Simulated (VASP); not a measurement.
# Ge: a series in biaxial strain in the (111) plane

Wanted: the response of Ge to biaxial strain in the (111) plane, as a table, with a fit that predicts a row left out.

Main program and level: VASP 6.6.1; PBEsol; plane waves and PAW (Ge_d), in the first sound run; inputs show where later runs differ.

### Step 1. The starting structure

Symmetry: Fd-3m, No. 227, cubic system. Conventional cell: a = 5.658 Å, b = 5.658 Å, c = 5.658 Å, α = 90.00°, β = 90.00°, γ = 90.00°. Nearest to Ge lie 4 Ge at 2.45 Å.

### Step 2. Relax the crystal, PBEsol

The series starts from the cell that this level prefers, so that zero strain is near zero stress.

Level: PBEsol; plane waves and PAW (Ge_d).

The input, INCAR:

```
SYSTEM = Ge
PREC = Accurate
ENCUT = 470
EDIFF = 1E-07
NELM = 120
ISMEAR = 0
SIGMA = 0.02
LREAL = .FALSE.
ALGO = Normal
GGA = PS
NBANDS = 20
LORBIT = 11
LWAVE = .FALSE.
LCHARG = .FALSE.
KPAR = 16
IBRION = 2
NSW = 40
ISIF = 3
EDIFFG = -0.005
POTIM = 0.4
```

The input, POSCAR:

```
Ge
1.0
    0.0000000000      2.8290000000      2.8290000000
    2.8290000000      0.0000000000      2.8290000000
    2.8290000000      2.8290000000      0.0000000000
Ge
2
Direct
    0.0000000000      0.0000000000      0.0000000000
    0.2500000000      0.2500000000      0.2500000000
```

The input, KPOINTS:

```
Automatic mesh
0
Gamma
9 9 9
0 0 0
```

Potentials, in the order of the species: Ge_d (PBE family, release 64).

Started as:

```console
> mpirun -np 16 vasp_std
```

The program printed:

```text
[banner, memory and clock lines left out]
running   16 mpi-ranks, on    1 nodes
[...]
|                                                                             |
|           W    W    AA    RRRRR   N    N  II  N    N   GGGG   !!!           |
|           W    W   A  A   R    R  NN   N  II  NN   N  G    G  !!!           |
|           W    W  A    A  R    R  N N  N  II  N N  N  G       !!!           |
|           W WW W  AAAAAA  RRRRR   N  N N  II  N  N N  G  GGG   !            |
|           WW  WW  A    A  R   R   N   NN  II  N   NN  G    G                |
|           W    W  A    A  R    R  N    N  II  N    N   GGGG   !!!           |
|                                                                             |
|     For optimal performance we recommend to set                             |
|       NCORE = 2 up to number-of-cores-per-socket                            |
|     NCORE specifies how many cores store one orbital (NPAR=cpu/NCORE).      |
|     This setting can greatly improve the performance of VASP for DFT.       |
[...]
DAV:  12    -0.987085738966E+01    0.19163E-06   -0.11334E-06  1808   0.194E-02    0.274E-04
DAV:  13    -0.987085733730E+01    0.52362E-07   -0.25787E-08   964   0.229E-03
   1 F= -.98708573E+01 E0= -.98708328E+01  d E =-.987086E+01
[...]
N       E                     dE             d eps       ncg     rms          rms(c)
DAV:   1    -0.987869348297E+01   -0.78361E-02   -0.10205E-01  1916   0.622E+00    0.512E-01
DAV:   2    -0.987302237654E+01    0.56711E-02   -0.73471E-03  1828   0.168E+00    0.254E-01
DAV:   3    -0.987122332487E+01    0.17991E-02   -0.28295E-03  1868   0.910E-01    0.599E-02
DAV:   4    -0.987108842537E+01    0.13490E-03   -0.33981E-04  1816   0.355E-01    0.127E-02
DAV:   5    -0.987108629766E+01    0.21277E-05   -0.22814E-05  1636   0.892E-02    0.912E-03
DAV:   6    -0.987108576913E+01    0.52853E-06   -0.13488E-06  1800   0.205E-02    0.537E-04
DAV:   7    -0.987108569661E+01    0.72524E-07   -0.69941E-08   948   0.449E-03
   2 F= -.98710857E+01 E0= -.98710645E+01  d E =-.228359E-03
 trial-energy change:   -0.000228  1 .order   -0.000230   -0.000426   -0.000033
 step:   1.0876(harm=  1.0852)  dis= 0.00000  next Energy=    -9.871087 (dE=-0.230E-03)
 reached required accuracy - stopping structural energy minimisation
```

It took 14 s on 16 MPI ranks of AMD EPYC 7R43, shared host; peak memory 2.4 GiB.

Lines that name or quote the potential files are left out of all logs, and their timing lines are given in words.

From OUTCAR (step 2):

```text
  Total        0.0067406      0.0067406      0.0067406      0.0000000     -0.0000000     -0.0000000
  in kB        0.2373142      0.2373142      0.2373142      0.0000000     -0.0000000     -0.0000000
  external PRESSURE =       0.2373142 kB  Pullay stress =       0.0000000 kB

 POSITION                                       TOTAL-FORCE (eV/Angst)
 -----------------------------------------------------------------------------------
      5.66737      5.66737      5.66737         0.000000      0.000000      0.000000
      1.41684      1.41684      1.41684        -0.000000     -0.000000     -0.000000
 -----------------------------------------------------------------------------------
    total drift:                                0.000000      0.000000      0.000000

  FREE ENERGIE OF THE ION-ELECTRON SYSTEM (eV)
  ---------------------------------------------------
  free  energy   TOTEN  =        -9.8710856966 eV

  energy  without entropy=       -9.8710433674  energy(sigma->0) =       -9.87106453

 reached required accuracy - stopping structural energy minimisation

[... 3 further parts left out ...]
[key lines of the parts left out:]
E-fermi :   4.8163
```

Read from the output:

* energy(sigma→0) of the program: -9.8711 eV
* stress, compression positive: 0.02 along [111], 0.02 across it (mean), GPa
* volume: 45.508 Å³
* ionic steps: 2

### Step 3. Strain along the normal, PBEsol

One member in full: the plane is strained by -2 %, and the strain along the normal is moved by secant steps until the normal stress is under 0.012 GPa or five steps are spent; the atoms relax at each step.

This step took 5 runs, each at a new trial strain with the atoms of the one before; the last is shown.

Level: PBEsol; plane waves and PAW (Ge_d).

INCAR, as its differences from that of step 2:

```diff
@@ -14,7 +14,7 @@
 LCHARG = .FALSE.
-KPAR = 16
-IBRION = 2
-NSW = 40
-ISIF = 3
-EDIFFG = -0.005
-POTIM = 0.4
+KPAR = 4
+IBRION = 1
+NSW = 25
+ISIF = 2
+EDIFFG = -0.004
+POTIM = 0.3
```

The input, POSCAR:

```
Ge
1.0
    0.0511480300      2.8281596590      2.8281596590
    2.8281596590      0.0511480300      2.8281596590
    2.8281596590      2.8281596590      0.0511480300
Ge
2
Direct
    0.0012224134      0.0012224134      0.0012224134
    0.2487775866      0.2487775866      0.2487775866
```

KPOINTS is that of step 2.

Started as:

```console
> mpirun -np 4 vasp_std
```

The program printed:

```text
[banner, memory and clock lines left out]
running    4 mpi-ranks, on    1 nodes
[...]
[... a notice as in an earlier step ...]

 LDA part: xc-table for (Slater+PW92), standard interpolation
 POSCAR, INCAR and KPOINTS ok, starting setup
[...]
entering main loop
       N       E                     dE             d eps       ncg     rms          rms(c)
DAV:   1     0.173628051145E+03    0.17363E+03   -0.14074E+04  3672   0.364E+03
DAV:   2     0.141435635332E+02   -0.15948E+03   -0.15527E+03  3408   0.571E+02
DAV:   3    -0.928174619810E+01   -0.23425E+02   -0.23270E+02  3848   0.140E+02
DAV:   5    -0.100124261688E+02   -0.11782E-01   -0.11782E-01  3812   0.400E+00    0.339E+00
[...]
DAV:  11    -0.984986468004E+01   -0.11684E-05   -0.36567E-06  4260   0.220E-02    0.151E-03
DAV:  12    -0.984986455822E+01    0.12182E-06   -0.73253E-07  4336   0.154E-02    0.588E-04
DAV:  13    -0.984986456845E+01   -0.10238E-07   -0.46271E-08  2292   0.380E-03
   1 F= -.98498646E+01 E0= -.98498545E+01  d E =-.984986E+01
 BRION: g(F)=  0.460E-07 g(S)=  0.000E+00
 reached required accuracy - stopping structural energy minimisation
```

It took 30 s on 4 MPI ranks; peak memory 0.59 GiB.

From OUTCAR (step 3):

```text
  Total        0.6517325      0.6517325      0.6517325     -0.3257726     -0.3257726     -0.3257726
  in kB       23.7236304     23.7236304     23.7236304    -11.8584048    -11.8584048    -11.8584048
  external PRESSURE =      23.7236304 kB  Pullay stress =       0.0000000 kB

 POSITION                                       TOTAL-FORCE (eV/Angst)
 -----------------------------------------------------------------------------------
      0.00698      0.00698      0.00698        -0.000514     -0.000514     -0.000514
      1.41989      1.41989      1.41989         0.000514      0.000514      0.000514
 -----------------------------------------------------------------------------------
    total drift:                               -0.000000     -0.000000     -0.000000

  FREE ENERGIE OF THE ION-ELECTRON SYSTEM (eV)
  ---------------------------------------------------
  free  energy   TOTEN  =        -9.8498645685 eV

  energy  without entropy=       -9.8498445193  energy(sigma->0) =       -9.84985454

[... 1 part as in an earlier step ...]

[... 3 further parts left out ...]
[key lines of the parts left out:]
E-fermi :   5.2501
```

Numbers from this step:

```
energy(sigma→0) of the program : -9.8499 eV
stress, compression positive   : 0.00 along [111], 3.56 across it (mean), GPa
ionic steps                    : 1
```

### Step 4. Band edges, HSE06

Short lines in KPOINTS_OPT sample the zone centre along and across the normal of the plane, for masses, and the other valleys.

Level: HSE06; plane waves and PAW (Ge_d).

The input, INCAR:

```
SYSTEM = Ge
PREC = Accurate
ENCUT = 470
EDIFF = 1E-06
NELM = 100
ISMEAR = 0
SIGMA = 0.02
LREAL = .FALSE.
ALGO = Normal
LHFCALC = .TRUE.
AEXX = 0.25
GGA = PE
HFSCREEN = 0.2
LASPH = .TRUE.
NBANDS = 19
PRECFOCK = Fast
LWAVE = .FALSE.
LCHARG = .FALSE.
KPAR = 4
```

POSCAR is that of step 3.

The input, KPOINTS:

```
Automatic mesh
0
Gamma
5 5 5
0 0 0
```

The input, KPOINTS_OPT:

```
Line mode
6
Line-mode
Reciprocal
  0.00000000   0.00000000   0.00000000
  0.02622243   0.02622243   0.02622243

  0.00000000   0.00000000   0.00000000
 -0.01562618   0.01562618   0.00000000

  0.31000000   0.31000000   0.00000000
  0.50000000   0.50000000   0.00000000

  0.00000000   0.31000000   0.31000000
  0.00000000   0.50000000   0.50000000

  0.45000000   0.45000000   0.45000000
  0.50000000   0.50000000   0.50000000

  0.45000000   0.00000000   0.00000000
  0.50000000   0.00000000   0.00000000

  0.42500000   0.42500000   0.00000000
  0.42540702   0.44750578   0.02250578

  0.50000000   0.50000000   0.50000000
  0.48437382   0.51562618   0.50000000
```

Started as:

```console
> mpirun -np 4 vasp_std
```

The program printed:

```text
[banner, memory and clock lines left out]
running    4 mpi-ranks, on    1 nodes
[...]
LDA part: xc-table for (Slater+PW92), standard interpolation
 found WAVECAR, reading the header
 POSCAR, INCAR and KPOINTS ok, starting setup
[...]
reading WAVECAR
 the WAVECAR file was read successfully
 initial charge from wavefunction
 entering main loop
       N       E                     dE             d eps       ncg     rms          rms(c)
DAV:   1    -0.106170114295E+02   -0.10617E+02   -0.12310E+00   946   0.223E+01    0.105E+00
DAV:   2    -0.106087425913E+02    0.82688E-02   -0.55375E-02   926   0.373E+00    0.747E-01
DAV:   3    -0.106057830043E+02    0.29596E-02   -0.10055E-02   982   0.191E+00    0.508E-01
DAV:   4    -0.106055496118E+02    0.23339E-03   -0.11711E-03   931   0.591E-01    0.317E-01
[...]
DAV:   8    -0.106054617194E+02    0.38026E-05   -0.12552E-06   636   0.863E-03    0.408E-02
DAV:   9    -0.106054592404E+02    0.24791E-05   -0.45693E-07   545   0.485E-03    0.241E-02
DAV:  10    -0.106054585103E+02    0.73003E-06   -0.19269E-07   430   0.346E-03
   1 F= -.10605459E+02 E0= -.10605459E+02  d E =-.610842E-17
 Start KPOINTS_OPT (optional k-point list driver)
k-point batch [1-19\48]
       N       E                     dE             ncg
DAV:   1    -0.462629776900E+04   -0.11149E+05      750
DAV:   2    -0.814816224277E+04   -0.35219E+04      722
DAV:   3    -0.862361293100E+04   -0.47545E+03      806
DAV:   4    -0.864823851086E+04   -0.24626E+02      773
DAV:   5    -0.864869266547E+04   -0.45415E+00      788
DAV:   6    -0.864870304657E+04   -0.10381E-01      823
DAV:   7    -0.864870340283E+04   -0.35626E-03      839
DAV:   8    -0.864870341671E+04   -0.13885E-04      724
DAV:   9    -0.864870341729E+04   -0.57350E-06      489
[...]
k-point batch [39-48\48]
       N       E                     dE             ncg
DAV:   1     0.500815784922E+04   -0.11455E+05      380
DAV:   2     0.319622123718E+04   -0.18119E+04      380
DAV:   3     0.295920853079E+04   -0.23701E+03      398
DAV:   4     0.294999017027E+04   -0.92184E+01      434
DAV:   5     0.294982061493E+04   -0.16956E+00      445
DAV:   6     0.294981631038E+04   -0.43046E-02      445
DAV:   7     0.294981614108E+04   -0.16929E-03      453
DAV:   8     0.294981613226E+04   -0.88205E-05      440
DAV:   9     0.294981613186E+04   -0.40717E-06      285
```

Wall time 38 min (4 MPI ranks); peak memory 0.89 GiB.

From OUTCAR (step 4):

```text
  LATTYP: Found a trigonal (rhomboedric) cell.
 ALAT       =     3.9999487790
 COS(alpha) =     0.5180005566

 Subroutine GETGRP returns: Found 12 space group operations
 (whereof  6 operations were pure point group operations)

The static configuration has the point symmetry C_3v.
 The point group associated with its full space group is D_3d.

 Found     19 irreducible k-points:

   k-points           NKPTS =     19   k-points in BZ     NKDIM =    125   number of bands    NBANDS=     19

   dimension x,y,z NGX =    28 NGY =   28 NGZ =   28
   dimension x,y,z NGXF=    56 NGYF=   56 NGZF=   56

   ENCUT  =  470.0 eV  34.54 Ry    5.88 a.u.   7.07  7.07  7.07*2*pi/ulx,y,z

   NELECT =      28.0000    total number of electrons

  exchange ACFDT corr.  =         0.00000000  see jH, gK, PRB 81, 115126

 E-fermi :   5.1536

 k-point     1 :       0.0000    0.0000    0.0000
  band No.  band energies     occupation
    ...
     10     -22.7524      2.00000
     11      -9.3333      2.00000
     12       4.7638      2.00000
     13       5.0422      2.00000
     14       5.0422      2.00000
     15       6.1088      0.00000
     16       8.0857      0.00000
     17       8.3075      0.00000
     18       8.3075      0.00000
     19      12.2921      0.00000

 k-point     2 :       0.2000    0.0000    0.0000
  band No.  band energies     occupation
    ...
     10     -22.7336      2.00000
     11      -8.7762      2.00000
     12       1.0057      2.00000
     13       4.0744      2.00000
     14       4.2678      2.00000
     15       6.5516      0.00000
     16       9.0261      0.00000
     17       9.2511      0.00000
     18      10.8105      0.00000
     19      13.9105      0.00000

 POSITION                                       TOTAL-FORCE (eV/Angst)
 -----------------------------------------------------------------------------------
      0.00698      0.00698      0.00698        -0.013107     -0.013107     -0.013107
      1.41989      1.41989      1.41989         0.013107      0.013107      0.013107
 -----------------------------------------------------------------------------------
    total drift:                                0.000000      0.000001     -0.000001

  FREE ENERGIE OF THE ION-ELECTRON SYSTEM (eV)
  ---------------------------------------------------
  free  energy   TOTEN  =       -10.6054585103 eV

  energy  without entropy=      -10.6054585103  energy(sigma->0) =      -10.60545851

[... 1 part as in an earlier step ...]

[... 7 further parts left out ...]
```

Numbers from this step:

| Item | Value |
| --- | --- |
| energy(sigma→0) of the program | -10.6055 eV |

[end of part 1 of 2]

[Lines on the potential files, build, host, timing and source positions are cut from VASP's logs without a mark.]

[Logs are printed without paths, hosts, clocks, repeated set-up lines and the standing remarks that a program may print on its own settings, such as how far it seeks lower states.]

[Hosts, paths, dates, database ids (printed as entryN), source tags and the programs' standing remarks are cut or masked in the printed files.]

[In band tables of VASP the shares of atoms and orbitals are scaled to a sum of 1 inside the atoms' spheres.]
